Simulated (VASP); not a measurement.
OSZICAR of a VASP run on Sc (hcp):

### OSZICAR
```
       N       E                     dE             d eps       ncg     rms          rms(c)
DAV:   1     0.388606586363E+03    0.38861E+03   -0.11074E+04  3600   0.157E+03
DAV:   2     0.999129020968E+01   -0.37862E+03   -0.37325E+03  4926   0.666E+02
DAV:   3    -0.134276219290E+02   -0.23419E+02   -0.23045E+02  6008   0.191E+02
DAV:   4    -0.138153763726E+02   -0.38775E+00   -0.38593E+00  5526   0.234E+01
DAV:   5    -0.138226221491E+02   -0.72458E-02   -0.72459E-02  5965   0.296E+00    0.782E+00
DAV:   6    -0.126533603658E+02    0.11693E+01   -0.27162E+00  4510   0.218E+01    0.236E+00
DAV:   7    -0.125003221339E+02    0.15304E+00   -0.68533E-01  4678   0.999E+00    0.846E-01
DAV:   8    -0.124906357151E+02    0.96864E-02   -0.26647E-02  4944   0.245E+00    0.236E-01
DAV:   9    -0.124893636374E+02    0.12721E-02   -0.73467E-03  4710   0.107E+00    0.207E-02
DAV:  10    -0.124893794024E+02   -0.15765E-04   -0.12297E-04  6018   0.174E-01    0.871E-03
DAV:  11    -0.124893739595E+02    0.54429E-05   -0.42653E-06  5733   0.309E-02    0.227E-03
DAV:  12    -0.124893765945E+02   -0.26350E-05   -0.43273E-07  4130   0.766E-03    0.110E-03
DAV:  13    -0.124893760067E+02    0.58781E-06   -0.30936E-08  2591   0.355E-03    0.889E-05
DAV:  14    -0.124893759950E+02    0.11715E-07   -0.74847E-09  2444   0.236E-03
   1 F= -.13038479E+02 E0= -.13038479E+02  d E =0.000000E+00
```

### Question
Which electronic solver shows in the log?

### Answer
It is blocked Davidson (ALGO = Normal, or the opening steps of other solvers). The INCAR had ALGO = Normal.

### Question
Can the final energy be trusted as converged?

### Answer
The run converged. It stopped with EDIFF = 1E-7, NELM = 100 (PBE GGA with D4 dispersion, plane waves, VASP's PBE PAW potentials (set 64)).

The compound is Sc in the hcp structure. It was relaxed first.
